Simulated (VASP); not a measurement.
Input of a VASP 6.6.1 run:

The input INCAR:

```
SYSTEM = PmTe
PREC     = Accurate       ! precision mode
ENCUT    = 520            ! plane-wave cutoff, eV
EDIFF    = 1E-6           ! SCF threshold, eV
ISMEAR   = 0              ! smearing method
SIGMA    = 0.05           ! smearing width, eV
LREAL    = .False.        ! projectors in reciprocal space
LASPH    = .True.         ! aspherical terms in the spheres
NELM     = 120            ! most SCF steps
ALGO     = Normal         ! electronic algorithm
ISIF     = 2              ! what is computed and relaxed
LWAVE    = .False.        ! write WAVECAR
LCHARG   = .False.        ! write CHGCAR
ISPIN    = 2              ! spin polarisation
MAGMOM   = 0 0            ! initial moments
LORBIT   = 11             ! projections on sites
LMAXMIX  = 6              ! l up to which the mixer works
LDAU     = .True.         ! DFT+U
LDAUTYPE = 2            
LDAUL    = 3 -1           ! shell
LDAUU    = 3 0            ! U, eV
LDAUJ    = 0 0          
LDAUPRINT= 1            
GGA      = CA             ! functional
NBANDS   = 22             ! bands
```

The input KPOINTS:

```
regular mesh
0
Gamma
  5 5 5
  0 0 0
```

The input POSCAR:

```
PmTe
1.0
    3.7629149800      0.0000000000      0.0000000000
    0.0000000000      3.7629149800      0.0000000000
    0.0000000000      0.0000000000      3.7629149800
Pm Te
1 1
Direct
    0.0000000000      0.0000000000      0.0000000000
    0.5000000000      0.5000000000      0.5000000000
```

Potentials or basis: VASP PAW PBE potentials, release 64 (Pm, Te).

Command:

```bash
$ cat potpaw_PBE.64/Pm/POTCAR potpaw_PBE.64/Te/POTCAR > POTCAR
$ mpirun -np 1 vasp_std > vasp.out
```

(1) Predict the band gap on the k mesh.

(2) Estimate the pressure.

Results:

(1) none (metal or under the smearing width).

(2) -0.5 GPa.

Caveat: the magnetic or orbital state may not be the lowest; the PAW data sets were made with another functional, which shifts forces and pressure a little; spin-orbit coupling is left out, which moves the levels of the heavy elements; the U is typed as a test and isn't derived for this compound.
